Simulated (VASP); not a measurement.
Output of a VASP run:

**OSZICAR**
```
       N       E                     dE             d eps       ncg     rms          rms(c)
DAV:   1     0.215648547600E+02    0.21565E+02   -0.47915E+03  7180   0.143E+03
DAV:   2    -0.598923819306E+01   -0.27554E+02   -0.26582E+02  7107   0.165E+02
DAV:   3    -0.637854664163E+01   -0.38931E+00   -0.38880E+00  8078   0.260E+01
DAV:   4    -0.638223676175E+01   -0.36901E-02   -0.36896E-02  7898   0.218E+00
DAV:   5    -0.638232992865E+01   -0.93167E-04   -0.93167E-04  8080   0.297E-01    0.112E+01
DAV:   6    -0.560636354112E+01    0.77597E+00   -0.13635E+01  7390   0.622E+01    0.513E+00
DAV:   7    -0.539666489588E+01    0.20970E+00   -0.18073E+00  7418   0.217E+01    0.239E+00
DAV:   8    -0.537622907464E+01    0.20436E-01   -0.26135E-02  9869   0.195E+00    0.986E-01
DAV:   9    -0.537450121578E+01    0.17279E-02   -0.10603E-03 10353   0.313E-01    0.257E-01
DAV:  10    -0.537412884407E+01    0.37237E-03   -0.38113E-04  9272   0.159E-01    0.397E-02
DAV:  11    -0.537413690836E+01   -0.80643E-05   -0.68513E-06  8807   0.368E-02    0.288E-02
DAV:  12    -0.537413811756E+01   -0.12092E-05   -0.17634E-06  5188   0.161E-02    0.551E-03
DAV:  13    -0.537413854862E+01   -0.43106E-06   -0.32054E-07  3600   0.524E-03
   1 F= -.35574864E+01 E0= -.35576556E+01  d E =-.355749E+01  mag=     0.6043
```

OUTCAR:
```
------------------------ aborting loop because EDIFF is reached ----------------------------------------
  FORCE on cell =-STRESS in cart. coord.  units (eV):
  Direction    XX          YY          ZZ          XY          YZ          ZX
  --------------------------------------------------------------------------------------
  Total        1.8056497      1.8056497      1.8056497     -0.0000000      0.0000000      0.0000000
  in kB      298.1830733    298.1830733    298.1830733     -0.0000000      0.0000000      0.0000000
  external PRESSURE =      -1.8169267 kB  Pullay stress =     300.0000000 kB
  volume of cell :        9.70
      direct lattice vectors                 reciprocal lattice vectors
     0.000000000  1.692818384  1.692818384    -0.295365412  0.295365412  0.295365412
     1.692818384  0.000000000  1.692818384     0.295365412 -0.295365412  0.295365412
     1.692818384  1.692818384  0.000000000     0.295365412  0.295365412 -0.295365412
 POSITION                                       TOTAL-FORCE (eV/Angst)
 -----------------------------------------------------------------------------------
      0.00000      0.00000      0.00000        -0.000000      0.000000     -0.000000
 -----------------------------------------------------------------------------------
    total drift:                                0.000000      0.000000      0.000000
  FREE ENERGIE OF THE ION-ELECTRON SYSTEM (eV)
  ---------------------------------------------------
  free  energy   TOTEN  =        -5.3741385486 eV

  energy  without entropy=       -5.3746460738  energy(sigma->0) =       -5.37430772
  enthalpy is  TOTEN    =        -3.5574864352 eV   P V=        1.8166521135

 total charge

# of ion       s       p       d       tot
------------------------------------------
    1        0.551   0.610   8.379   9.539

 magnetization (x)

# of ion       s       p       d       tot
------------------------------------------
    1       -0.006  -0.025   0.637   0.605

 reached required accuracy - stopping structural energy minimisation
```
(Selected blocks of OUTCAR.)

### POSCAR
```
Ni
1
    0.0000000000     1.6928183840     1.6928183840
    1.6928183840    -0.0000000000     1.6928183840
    1.6928183840     1.6928183840    -0.0000000000
Ni
1
Direct
  0.0000000000   0.0000000000   0.0000000000
```

Task: Write an INCAR and KPOINTS that could have produced this output.

Result: This is not unique; one that fits is the input of the run itself, PBE GGA, plane waves, VASP's PBE PAW potentials (set 64).

KPOINTS:
```
Automatic mesh
0
Gamma
18 18 18
0 0 0
```

### INCAR
```
LMAXMIX  =  4   # l cut-off of mixed one-centre charges
ALGO  =  Normal   # blocked Davidson
ENCUT  =  500   # plane-wave cut-off (eV)
LCHARG  =  F
LORBIT  =  10
SYSTEM  =  Ni
GGA  =  PE
LWAVE  =  F
ISIF  =  3
NSW  =  40
EDIFF  =  1E-6   # SCF stop (eV)
SIGMA  =  0.1   # width (eV)
IBRION  =  2   # conjugate gradients
LASPH  =  T
ISMEAR  =  1   # Methfessel-Paxton
NELM  =  100   # most electronic steps
PREC  =  Accurate
LREAL  =  F   # projection in real space or not
ISPIN  =  2
PSTRESS  =  300   # kbar
EDIFFG  =  -0.02   # ionic stop
MAGMOM  =  0.6
```

POTCAR, in this order: Ni (PBE.64 set). Program: vasp_std.

The compound is Ni in the fcc structure. It was relaxed first under an external pressure of 30 GPa.
